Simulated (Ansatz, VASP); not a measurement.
# PbF2 (Fluorocronite): VASP beside Ansatz

Aim: how closely do two programs agree when they are given the same cell, functional and k mesh? The cell is taken from a series of VASP runs on this material, whose earlier steps may have relaxed, scaled or displaced it; both programs get it as it stands. Valence electrons are named where the data sets of a main pair hold unlike numbers.

Main program and level: Ansatz 0.2.0; plane waves, with VASP 6.6.1 beside it; band structure at PBE, band structure at r2SCAN and band structure at r2SCAN, spin-orbit coupling.

## (1) The structure

It takes space group Fm-3m (No. 225, cubic). Conventional cell: a = 5.931 Å, b = 5.931 Å, c = 5.931 Å, α = 90.00°, β = 90.00°, γ = 90.00°. Pb has 8 F at 2.57 Å nearest. F has 4 Pb at 2.57 Å nearest. Farther neighbours and most contacts between anions are not listed.

Coordinates:

```
Pb F
1.0
     0.00000    2.96530    2.96530
     2.96530    0.00000    2.96530
     2.96530    2.96530    0.00000
Pb F
1 2
Direct
  0.00000 0.00000 0.00000
  0.75000 0.75000 0.75000
  0.25000 0.25000 0.25000
```

## (2) VASP: band structure, PBE

Levels along a path test the potential and the projectors away from the mesh points.

Lines of VASP's logs that name or quote its potential files are left out, and so is its time.

INCAR reads:

```
SYSTEM = PbF2
PREC = Accurate
ENCUT = 460
EDIFF = 1E-06
NELM = 100
ISMEAR = 0
SIGMA = 0.03
LREAL = .FALSE.
ALGO = Normal
GGA = PE
NBANDS = 27
LORBIT = 11
LWAVE = .FALSE.
LCHARG = .FALSE.
KPAR = 4
LASPH = .TRUE.
```

POSCAR reads:

```
PbF2
1.0
    0.0000000000      2.9653000000      2.9653000000
    2.9653000000      0.0000000000      2.9653000000
    2.9653000000      2.9653000000      0.0000000000
Pb F
1 2
Direct
    0.0000000000      0.0000000000      0.0000000000
    0.7500000000      0.7500000000      0.7500000000
    0.2500000000      0.2500000000      0.2500000000
```

KPOINTS reads:

```
Automatic mesh
0
Gamma
6 6 6
0 0 0
```

KPOINTS_OPT reads:

```
Line mode
10
Line-mode
Reciprocal
  0.00000000   0.00000000   0.00000000 GAMMA
  0.50000000   0.00000000   0.50000000 X

  0.50000000   0.00000000   0.50000000 X
  0.50000000   0.25000000   0.75000000 W

  0.50000000   0.25000000   0.75000000 W
  0.37500000   0.37500000   0.75000000 K

  0.37500000   0.37500000   0.75000000 K
  0.00000000   0.00000000   0.00000000 GAMMA

  0.00000000   0.00000000   0.00000000 GAMMA
  0.50000000   0.50000000   0.50000000 L

  0.50000000   0.50000000   0.50000000 L
  0.62500000   0.25000000   0.62500000 U

  0.62500000   0.25000000   0.62500000 U
  0.50000000   0.25000000   0.75000000 W

  0.50000000   0.25000000   0.75000000 W
  0.50000000   0.50000000   0.50000000 L

  0.50000000   0.50000000   0.50000000 L
  0.37500000   0.37500000   0.75000000 K

  0.62500000   0.25000000   0.62500000 U
  0.50000000   0.00000000   0.50000000 X
```

PAW data sets: Pb_d and F (PBE family, release 64).

Run with:

```
> mpirun -np 4 vasp_std
```

Numbers of over 12 decimals in the logs are rounded to 6 here.

Log:

```text
[banner, memory and clock lines left out]
running    4 mpi-ranks, on    1 nodes
 distrk:  each k-point on    1 cores,    4 groups
 distr:  one band on    1 cores,    1 groups

 POSCAR found type information on POSCAR PbF
 POSCAR found :  2 types and       3 ions
 LDA part: xc-table for (Slater+PW92), standard interpolation
 POSCAR, INCAR and KPOINTS ok, starting setup
 FFT: planning ... GRIDC
 FFT: planning ... GRID_SOFT
 FFT: planning ... GRID
 WAVECAR not read
 entering main loop
       N       E                     dE             d eps       ncg     rms          rms(c)
DAV:   1     0.262356039820E+03    0.26236E+03   -0.13075E+04   896   0.108E+03
DAV:   2     0.536581735526E+01   -0.25699E+03   -0.23899E+03   935   0.331E+02
DAV:   3    -0.157681281319E+02   -0.21134E+02   -0.20927E+02   982   0.102E+02
DAV:   4    -0.162526376977E+02   -0.48451E+00   -0.48418E+00   997   0.162E+01
DAV:   5    -0.162677440614E+02   -0.15106E-01   -0.15105E-01  1144   0.292E+00    0.794E+00
DAV:   6    -0.143512743807E+02    0.19165E+01   -0.70372E+00  1231   0.179E+01    0.263E+00
DAV:   7    -0.143483387940E+02    0.29356E-02   -0.40372E-01   944   0.314E+00    0.158E+00
DAV:   8    -0.143444685663E+02    0.38702E-02   -0.10246E-01   933   0.276E+00    0.602E-01
DAV:   9    -0.143402855250E+02    0.41830E-02   -0.16662E-02  1146   0.816E-01    0.103E-01
DAV:  10    -0.143414451661E+02   -0.11596E-02   -0.14923E-03   930   0.286E-01    0.386E-02
DAV:  11    -0.143414106898E+02    0.34476E-04   -0.11796E-04   983   0.839E-02    0.110E-02
DAV:  12    -0.143414213765E+02   -0.10687E-04   -0.30482E-05   939   0.422E-02    0.753E-03
DAV:  13    -0.143414210157E+02    0.36079E-06   -0.49413E-06   957   0.199E-02
   1 F= -.14341421E+02 E0= -.14341421E+02  d E =-.117521E-27
 Start KPOINTS_OPT (optional k-point list driver)
k-point batch [1-16\100]
       N       E                     dE             ncg
DAV:   1     0.123494972931E+04   -0.89346E+04      904
DAV:   2    -0.296502201911E+04   -0.42000E+04      933
DAV:   3    -0.336238654399E+04   -0.39736E+03      980
DAV:   4    -0.337279533780E+04   -0.10409E+02     1080
DAV:   5    -0.337311272661E+04   -0.31739E+00     1142
DAV:   6    -0.337312447256E+04   -0.11746E-01     1136
DAV:   7    -0.337312505555E+04   -0.58299E-03     1203
DAV:   8    -0.337312505891E+04   -0.33537E-05      978
DAV:   9    -0.337312505896E+04   -0.56880E-07      683
[...]
k-point batch [97-100\100]
       N       E                     dE             ncg
DAV:   1     0.109794050345E+05   -0.33981E+04      227
DAV:   2     0.995551688916E+04   -0.10239E+04      235
DAV:   3     0.985522389793E+04   -0.10029E+03      240
DAV:   4     0.985262909735E+04   -0.25948E+01      304
DAV:   5     0.985255251997E+04   -0.76577E-01      296
DAV:   6     0.985254990435E+04   -0.26156E-02      314
DAV:   7     0.985254975757E+04   -0.14678E-03      304
DAV:   8     0.985254975702E+04   -0.54722E-06      247
```

From OUTCAR (step 2):

```text
ion  position               nearest neighbor table
   1  0.000  0.000  0.000-   2 2.57   3 2.57   2 2.57   2 2.57   2 2.57   3 2.57   3 2.57   3 2.57

  LATTYP: Found a face centered cubic cell.
 ALAT       =     5.9306000000

 Subroutine GETGRP returns: Found 48 space group operations
 (whereof 48 operations were pure point group operations)

The static configuration has the point symmetry O_h .

 Found     16 irreducible k-points:

   k-points           NKPTS =     16   k-points in BZ     NKDIM =     16   number of bands    NBANDS=     27

   dimension x,y,z NGX =    30 NGY =   30 NGZ =   30
   dimension x,y,z NGXF=    60 NGYF=   60 NGZF=   60

   ENCUT  =  460.0 eV  33.81 Ry    5.81 a.u.   7.33  7.33  7.33*2*pi/ulx,y,z

   NELECT =      28.0000    total number of electrons

 k-points in reciprocal lattice and weights: Automatic mesh
   0.00000000  0.00000000  0.00000000       0.005
   0.16666667  0.00000000  0.00000000       0.037
   0.33333333  0.00000000  0.00000000       0.037
   0.50000000  0.00000000  0.00000000       0.019
   0.16666667  0.16666667  0.00000000       0.028
   0.33333333  0.16666667  0.00000000       0.111
   0.50000000  0.16666667  0.00000000       0.111
  -0.33333333  0.16666667  0.00000000       0.111
  -0.16666667  0.16666667  0.00000000       0.056
[...]
-0.33333333  0.33333333  0.16666667       0.111
  -0.33333333  0.50000000  0.16666667       0.056

 average (electrostatic) potential at core
       1 -93.0736       2 -75.3207       3 -75.3207

 E-fermi :   2.0727

 k-point     1 :       0.0000    0.0000    0.0000
  band No.  band energies     occupation
    ...
     10      -0.5993      2.00000
     11      -0.5993      2.00000
     12      -0.1028      2.00000
     13      -0.1028      2.00000
     14      -0.1028      2.00000
     15       8.6426      0.00000
     16       8.6426      0.00000
     17       8.6426      0.00000
     18      12.5066      0.00000
     19      17.0159      0.00000
    ...

 k-point     2 :       0.1667    0.0000    0.0000
  band No.  band energies     occupation
    ...
     10      -0.6508      2.00000
     11      -0.6508      2.00000
     12      -0.1453      2.00000
     13      -0.1453      2.00000
     14       0.5388      2.00000
     15       7.8424      0.00000
     16       8.8603      0.00000
     17       8.8603      0.00000
     18      13.9083      0.00000
     19      16.3852      0.00000
    ...

 k-point     3 :       0.3333    0.0000    0.0000
  band No.  band energies     occupation
    ...
     10      -0.7523      2.00000
     11      -0.7523      2.00000
     12      -0.2292      2.00000
     13      -0.2292      2.00000
     14       1.4454      2.00000
     15       7.0886      0.00000
     16       9.3056      0.00000
     17       9.3056      0.00000
     18      15.0715      0.00000
     19      15.7831      0.00000
    ...

  Total        0.3671004      0.3671004      0.3671004     -0.0000000      0.0000000      0.0000000
  in kB       11.2787140     11.2787140     11.2787140     -0.0000000      0.0000000      0.0000000
  external PRESSURE =      11.2787140 kB  Pullay stress =       0.0000000 kB

  energy-cutoff  :      460.00
  volume of cell :       52.15
      direct lattice vectors                 reciprocal lattice vectors
     0.000000000  2.965300000  2.965300000    -0.168617003  0.168617003  0.168617003
     2.965300000  0.000000000  2.965300000     0.168617003 -0.168617003  0.168617003
     2.965300000  2.965300000  0.000000000     0.168617003  0.168617003 -0.168617003

 POSITION                                       TOTAL-FORCE (eV/Angst)
 -----------------------------------------------------------------------------------
      0.00000      0.00000      0.00000        -0.000000     -0.000000     -0.000000
      4.44795      4.44795      4.44795        -0.000000     -0.000000     -0.000000
      1.48265      1.48265      1.48265         0.000000      0.000000      0.000000
 -----------------------------------------------------------------------------------
    total drift:                                0.000000     -0.000000      0.000000

  FREE ENERGIE OF THE ION-ELECTRON SYSTEM (eV)
  ---------------------------------------------------
  free  energy   TOTEN  =       -14.3414210157 eV

  energy  without entropy=      -14.3414210157  energy(sigma->0) =      -14.34142102

 total charge
# of ion       s       p       d       tot
------------------------------------------
    1        1.555   0.285   9.866  11.706
    2        1.753   4.329   0.000   6.082
    3        1.753   4.329   0.000   6.082
--------------------------------------------------
tot          5.060   8.944   9.866  23.870

[... 3 further parts left out ...]
```

The run ends at a pressure of 1.13 GPa.

## (3) Ansatz: band structure, PBE

Ansatz runs on its default PAW (the set named soft_2) files.

The same cell, functional, mesh and smearing now go to Ansatz, which takes its cutoff from its data sets.

input.yaml reads:

```yaml
crystal:
  lattice:
    - [0.0, 2.9653, 2.9653]
    - [2.9653, 0.0, 2.9653]
    - [2.9653, 2.9653, 0.0]
  atoms:
    - { symbol: Pb, position: [0.0, 0.0, 0.0] }
    - { symbol: F, position: [0.75, 0.75, 0.75] }
    - { symbol: F, position: [0.25, 0.25, 0.25] }
hamiltonian:
  xc: pbe
  pseudopotentials: { kind: paw }
kpoints:
  mp_grid: { grid: [6, 6, 6] }
  band_path:
    path:
      - [0.0, 0.0, 0.0]
      - [0.16667, 0.0, 0.16667]
      - [0.33333, 0.0, 0.33333]
      - [0.5, 0.0, 0.5]
      - [0.5, 0.08333, 0.58333]
      - [0.5, 0.19444, 0.69444]
      - [0.5, 0.25, 0.75]
      - [0.45833, 0.29167, 0.75]
      - [0.40278, 0.34722, 0.75]
      - [0.375, 0.375, 0.75]
      - [0.20833, 0.20833, 0.41667]
      - [0.08333, 0.08333, 0.16667]
      - [0.0, 0.0, 0.0]
      - [0.22222, 0.22222, 0.22222]
      - [0.38889, 0.38889, 0.38889]
      - [0.51389, 0.47222, 0.51389]
      - [0.55556, 0.38889, 0.55556]
      - [0.61111, 0.27778, 0.61111]
      - [0.61111, 0.25, 0.63889]
      - [0.56944, 0.25, 0.68056]
      - [0.51389, 0.25, 0.73611]
      - [0.5, 0.27778, 0.72222]
      - [0.5, 0.38889, 0.61111]
      - [0.5, 0.47222, 0.52778]
      - [0.48611, 0.48611, 0.52778]
      - [0.43056, 0.43056, 0.63889]
      - [0.38889, 0.38889, 0.72222]
      - [0.59722, 0.19444, 0.59722]
      - [0.55556, 0.11111, 0.55556]
      - [0.5, 0.0, 0.5]
    npoints: 1
scf:
  occupations: { method: gaussian, width: 0.03 }
  n_extra_bands: 7
output:
  forces: true
  stress: true
  eigenvalues: true
```

Run with:

```
> ansatz run input.yaml --threads 2 --pin off --max-ram 4608MiB --backend cpu --events-out ev --progress --plain --runs-dir out
```

Log:

```text
scf.n_extra_bands = 7 over 14 filled bands (N_el = 28.0): the run solves 21 bands
Engine: ansatz 0.2.0, aarch64-unknown-linux-gnu
Pseudopotentials: kind: paw
Pseudopotential: Pb, paw, valence charge 14, recommended cutoff 420 eV (normal), Pb.paw.azcp
Pseudopotential: F, paw, valence charge 7, recommended cutoff 420 eV (normal), F.paw.azcp
Functional definition: PBE
  parameter kappa = 0.804
  parameter beta = 0.066725
  exchange = pbe_x(kappa = kappa, mu = beta*pi^2/3)
  correlation = pbe_c(beta = beta)
Crystal: 3 atoms, lattice volume = 52.148 Å³
Basis set: ecut = 420 eV, 965 PW (Γ), exchange–correlation on 60×60×60 points (8 copies of the dense FFT grid, shifted against one another)
Bands: 21, of which v1, the nominal top of the filled ones, is band 14 counted from 1 (13 counted from 0)
Symmetry: 48 space group operations
Space group: Fm-3m (ITA 225), of the structure as read, at distance tolerance 3.7e-5 Å
k-points: 16 of 216
Non-local potential: Pb, projectors of the file, l = 0: 2, l = 1: 2, l = 2: 2, l = 3: 2
Non-local potential: F, projectors of the file, l = 0: 2, l = 1: 2, l = 2: 1
PAW form: soft (Blöchl's): semilocal exchange-correlation on the pseudo side does not see the compensation charge
PAW one-centre angular grid: Pb, 590 points (default); XC on 64 Gauss nodes
PAW one-centre angular grid: F, 110 points (default); XC on 64 Gauss nodes
Initial density: superposition of atomic densities (neutral atoms: chi_scale 0, normalization atom), corrected by the library's trained network
Initial wavefunctions: pseudopotential atomic-orbital guess
Functional: x = pbe(κ = 0.804, μ = 0.219515), c = pbe(β = 0.066725)
SCF iter   1: F=—  HF=-13524.697795 eV  |F-HF|=—  |Δ(HF+E_count)|=         —  Δρ=4.87e-4  dr2=6.36e-5  ethr=1.77e-3  ⟨swp⟩=6.1  Hψ=1744  notcnv=0
preconditioner: auto → none  [insulator: Δε(μ)=4.439 eV  Ē_g=20.458 eV  σ=0.030 eV  W_gap=1.00  n_scr=14 (ndim 8)  ℏωp=27.2 eV  f_vac=0.132  D(μ)=0.00/eV (n_scr^D=0)  ε∞_Penn≈2.8]
SCF iter   2: F=—  HF=-13524.697010 eV  |F-HF|=—  |Δ(HF+E_count)|=   7.85e-4  Δρ=4.77e-4  dr2=5.42e-5  ethr=2.27e-7  ⟨swp⟩=3.1  Hψ=871  notcnv=0  defer=29
SCF iter   3: F=—  HF=-13524.697038 eV  |F-HF|=—  |Δ(HF+E_count)|=   2.81e-5  Δρ=2.09e-4  dr2=6.63e-6  ethr=1.93e-7  ⟨swp⟩=2.5  Hψ=459  notcnv=0  defer=29
SCF iter   4: F=—  HF=-13524.697082 eV  |F-HF|=—  |Δ(HF+E_count)|=   4.37e-5  Δρ=1.46e-4  dr2=6.92e-6  ethr=2.37e-8  ⟨swp⟩=2.0  Hψ=520  notcnv=0  defer=29
SCF iter   5: F=—  HF=-13524.697080 eV  |F-HF|=—  |Δ(HF+E_count)|=   1.49e-6  Δρ=3.67e-5  dr2=4.76e-7  ethr=2.37e-8  ⟨swp⟩=2.1  Hψ=509  notcnv=0  defer=29
SCF iter   6: F=-13524.697080 eV  HF=-13524.697080 eV  |F-HF|=1.01e-9  |Δ(HF+E_count)|=   1.96e-7  Δρ=2.73e-6  dr2=1.70e-9  ethr=3.57e-10  ⟨swp⟩=7.3  Hψ=1777  notcnv=0
SCF 1 converged in 6 iterations: F = -13524.697080 eV  dr2 = 1.70e-9
  greatest PAW one-centre occupation: 0.984 electrons in one spin orbital (limit 2), on the Pb atom at site 0 (counted from 0), in its partial waves of l = 2
NSCF: frozen V_eff on 30 k-points
SCF converged after 6 iterations
Free energy (F): -13524.697080 eV
Harris-Foulkes:  -13524.697080 eV  (|F-HF|=1.01e-9)
Internal energy: -13524.697080 eV  (E = F + TS)
E sigma→0 (E₀):  -13524.697080 eV
Fermi energy:    7.203118 eV
--- Per-component energies (eV) ---
  E_band       = -123.479266
  E_kinetic    = 698.603638
  E_local      = -2255.879863  (includes V_loc(G=0)·N_el)
  E_nonlocal   = 496.985574
  E_hartree    = 866.861416
  E_xc         = -381.842959
  E_vxc        = -338.402015  (∫ρ·V_xc dr)
  E_paw        = -10801.716790  (= ΣΔE_a)
  E_vpaw       = -458.513365  (= ΣTr[D̂ρ^β])
  E_aug_tail   = 0.004115  (compensation charges beyond the density's cutoff)
  E_ewald      = -2147.712213
  E_smearing   = -0.000000  (= −TS)
  E_closure    = 0.000000  (closes the sum)
  Σ components = -13524.697080   (vs F -13524.697080, Δ=0.00e0)
--- Forces (eV/Å), atoms counted from 1 ---
  atom   1  Pb    -0.00000000     0.00000000     0.00000000
  atom   2  F     -0.00000000    -0.00000000     0.00000000
  atom   3  F      0.00000000    -0.00000000     0.00000000
  max |Σ_I F_I| component: 2.31e-17 eV/Å
--- Stress (GPa, compression-positive) ---
        2.552632       0.000000      -0.000000
       -0.000000       2.552632       0.000000
        0.000000      -0.000000       2.552632
  P = ⅓ Tr σ = 2.5526 GPa (25.526 kbar)
--- Band table (eV; the first three rows and the last of 16) ---
  k-point 0: bands = [... 10 lower, 2.5334, 3.0273, 3.0273, 3.0273, 11.7791, 11.7791, 11.7791, 15.6456, ... 3 higher]
  k-point 1: bands = [... 10 lower, 2.4803, 2.9853, 2.9853, 3.6706, 10.9791, 11.9963, 11.9963, 17.0445, ... 3 higher]
  k-point 2: bands = [... 10 lower, 2.3787, 2.9014, 2.9014, 4.5799, 10.2238, 12.4406, 12.4406, 18.2043, ... 3 higher]
  k-point 15: bands = [... 10 lower, 2.8428, 3.3942, 3.5007, 4.9692, 10.2561, 11.9103, 12.5616, 14.8514, ... 3 higher]
```

It took 2.2 s on 2 threads of Arm Neoverse N1, shared host; peak memory 0.29 GiB; 3.9 s of CPU time.

Reading the cycles: dr2 is the Hartree energy of the density residual (eV), the measure of convergence; HF is the Harris–Foulkes estimate of the energy, which meets the free energy F at convergence.

## (4) Differences

Known differences besides the potentials themselves: the cutoff is 420 eV in Ansatz and 460 eV in VASP. Total energies have different zeros and are not compared.

The two programs side by side:

| quantity | Ansatz | VASP | difference |
| --- | --- | --- | --- |
| pressure (GPa) | 2.55 | 1.13 | +1.42 |
| pressure without Ansatz's Pulay correction (GPa) | 2.08 | 1.13 | +0.95 |
| gap over the path points (eV) | 4.420 | 4.420 | 0.000 |

Levels at points of the path, from each program's valence-band top (eV; 4 filled, then empty):

| k (reciprocal lattice) | Ansatz | VASP |
| --- | --- | --- |
| 0.000 0.000 0.000 | -2.47 -1.98 -1.98 -1.98 6.78 6.78 6.78 | -2.46 -1.97 -1.97 -1.97 6.78 6.78 6.78 |
| 0.167 0.000 0.167 | -2.26 -1.83 -1.83 -1.43 5.69 7.09 7.09 | -2.25 -1.82 -1.82 -1.42 5.69 7.10 7.10 |
| 0.333 0.000 0.333 | -1.80 -1.64 -1.64 -0.55 4.66 7.65 7.65 | -1.79 -1.63 -1.63 -0.55 4.66 7.66 7.66 |
| 0.500 0.000 0.500 | -1.56 -1.56 -1.56 -0.15 4.42 7.89 7.89 | -1.55 -1.55 -1.55 -0.15 4.42 7.90 7.90 |
| 0.500 0.083 0.583 | -1.73 -1.59 -1.53 -0.11 4.65 7.61 7.75 | -1.72 -1.58 -1.52 -0.11 4.65 7.61 7.75 |
| 0.500 0.194 0.694 | -2.33 -1.61 -1.50 -0.02 5.51 6.63 7.52 | -2.32 -1.60 -1.49 -0.02 5.51 6.63 7.53 |
| 0.500 0.250 0.750 | -2.68 -1.62 -1.50 0.00 6.06 6.06 7.49 | -2.67 -1.61 -1.49 0.00 6.06 6.06 7.49 |
| 0.458 0.292 0.750 | -2.42 -1.63 -1.51 -0.01 5.67 6.43 7.56 | -2.41 -1.62 -1.50 -0.01 5.67 6.43 7.56 |
| 0.403 0.347 0.750 | -2.12 -1.68 -1.56 -0.03 5.36 6.65 7.82 | -2.11 -1.68 -1.55 -0.03 5.36 6.66 7.83 |
| 0.375 0.375 0.750 | -2.07 -1.71 -1.57 -0.03 5.32 6.67 7.88 | -2.06 -1.70 -1.56 -0.03 5.32 6.68 7.89 |

Among the levels compared at these points, filled levels agree within 10 meV and empty ones within 7 meV. Ansatz's pressure holds a Pulay correction of 0.47 GPa; VASP's holds none.

## (5) What the set-up changes

Further runs change the set-up of one program: Ansatz's method, potentials or start, or VASP's data sets, cutoff or form of LDA. The table gives Ansatz less VASP for each quantity, since a change that brings one quantity closer may part another.

| run | pressure (GPa) | gap over the path points (eV) |
| --- | --- | --- |
| as above | 1.4 | -2.0e-4 |
| Ansatz's all-electron LAPW method | 1.4 | -0.0064 |
| Ansatz's larger PAW set (cutoff 1300 eV) | 1.4 | 0.0026 |
| norm-conserving potentials (cutoff 1320 eV) | 1.4 | -1.0e-4 |

(Continued in part 2 of 3.)

[Lines on the potential files, build, host, timing and source positions are cut from VASP's logs without a mark.]

[Logs are printed without paths, hosts, clocks, repeated set-up lines and the standing remarks that a program may print on its own settings, such as how far it seeks lower states.]

[Hosts, paths, dates, database ids (printed as entryN), source tags and the programs' standing remarks are cut or masked in the printed files.]
